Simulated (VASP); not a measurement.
Here is a VASP 6.6.1 calculation.

The input INCAR:

```
SYSTEM = ZrOs
ALGO = Normal
EDIFF = 1E-6
ENCUT = 520
GGA = CA
ISIF = 2
ISMEAR = 0
LASPH = .TRUE.
LCHARG = .FALSE.
LREAL = .FALSE.
LWAVE = .FALSE.
NBANDS = 17
NELM = 60
PREC = Accurate
SIGMA = 0.1
```

The input KPOINTS:

```
k-points
0
G
  14 14 14
  0 0 0
```

The input POSCAR:

```
ZrOs
1.0
    3.2266863382      0.0000000000      0.0000000000
    0.0000000000      3.2266863382      0.0000000000
    0.0000000000      0.0000000000      3.2266863382
Zr Os
1 1
Direct
    0.5000000000      0.5000000000      0.5000000000
    0.0000000000      0.0000000000      0.0000000000
```

Potentials or basis: VASP PAW LDA potentials, release 64 (Zr_sv, Os).

Run with:

```console
$ cat potpaw_LDA.64/Zr_sv/POTCAR potpaw_LDA.64/Os/POTCAR > POTCAR
$ mpirun -np 1 vasp_std > vasp.out
```

Q: Estimate the pressure.

A: 0.4 GPa.

Q: What does it give for the band gap on the k mesh?

A: None (metal or under the smearing width).

Spin-orbit coupling is left out, which matters for the levels of Os.
